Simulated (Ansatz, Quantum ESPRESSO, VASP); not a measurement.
## Al2Te5 (C2/m, 7 atoms in the cell) computed with different codes at matched settings

Self-consistent single point.

```
CELL_PARAMETERS angstrom
      6.89271    -2.04951     0.00000
      6.89271     2.04951     0.00000
     -6.09401     0.00000     7.96752
ATOMIC_POSITIONS crystal
  Al 0.37050 0.37050 0.59811
  Al 0.62950 0.62950 0.40189
  Te 0.58146 0.58146 0.87375
  Te 0.41854 0.41854 0.12625
  Te 0.00000 0.00000 0.00000
  Te 0.18148 0.18148 0.59993
  Te 0.81852 0.81852 0.40007
```

Shared settings, as Ansatz (a first-principles code) writes them: kpoints.mp_grid.grid = 3 3 2; scf.occupations.method = fermi_dirac; scf.occupations.width = 0.0007 Ry. Potentials and cutoffs stand in the table.

| code | model | pressure (GPa) | largest force (eV/Å) | gap on the mesh (eV) | cutoff |
|---|---|---|---|---|---|
| Ansatz | LDA (PW92), PAW files made with PBE | 0.96 | 0.500 | 1.072 | 30.9 Ry |
| Quantum ESPRESSO | LDA (PZ), GBRV 1.5 ultrasoft (LDA) pseudopotentials | 1.06 | 0.536 | 1.031 | 40 Ry |
| VASP | LDA (PZ), VASP's LDA PAW potentials (set 64) | 1.19 | 0.554 | 1.052 | 300 eV |

Size of the force on each atom (eV/Å): Sizes of forces hide their directions.

| code | Al1 | Al2 | Te3 | Te4 | Te5 | Te6 | Te7 |
|---|---|---|---|---|---|---|---|
| Ansatz | 0.085 | 0.085 | 0.500 | 0.500 | 0.000 | 0.470 | 0.470 |
| Quantum ESPRESSO | 0.096 | 0.096 | 0.536 | 0.536 | 0.000 | 0.504 | 0.504 |
| VASP | 0.088 | 0.088 | 0.554 | 0.554 | 0.000 | 0.531 | 0.531 |

Gaps are read on the mesh.

On Ansatz's run: spin-orbit coupling is off.

The spread over the programs that give each value: pressure within 0.23 GPa; largest force within 0.054 eV/Å; gap on the mesh within 0.041 eV.

Ansatz's pressure is given at a fixed set of plane waves, as the other plane-wave codes print theirs; with its correction for the finite basis it is 1.00 GPa. The same LDA comes in different parametrisations, which differ slightly.

The shared mesh is coarse (it stands for a supercell whose shortest vector is 12 Å), so the values are not converged in it.

VASP's run is marked for a possible Pulay error in its stress at this cutoff; no cutoff test was made.

The starting cell comes from a database of computed structures (which also holds hypothetical and non-ambient phases and stackings), without a prior relaxation at this level. Its lattice was rescaled by a random factor within 2.5 % of one.

Left out of this page: GPAW, CP2K, Elk and SIESTA (not drawn, or without a comparable value).

Keys are those of Ansatz 0.2.
